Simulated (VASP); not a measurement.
Consider the following.

```
Al2Au
1.0
    0.00000     2.98500     2.98500
    2.98500     0.00000     2.98500
    2.98500     2.98500     0.00000
Al Au
2 1
Cartesian
  1.49250   1.49250   1.49250
  4.47750   4.47750   4.47750
  0.00000   0.00000   0.00000
```

Method: r2SCAN meta-GGA, VASP's PBE PAW potentials (set 64) (plane waves; VASP). Numerical set-up: 480 eV cut-off, 8×8×8 Γ-centred mesh, first-order Methfessel-Paxton smearing of 0.10 eV, potentials Al Au.

Question: Give the stress tensor in GPa (positive for a compressed cell).

Answer: 
```
1.95  0.00  0.00
0.00  1.95  0.00
0.00  0.00  1.95
```
The pressure is its mean diagonal, 1.95 GPa.

The compound is AuAl2 in the fluorite structure. This cell was strained or had an atom moved on purpose. The electron count is odd and the run is not spin-polarised, which forces a metal.
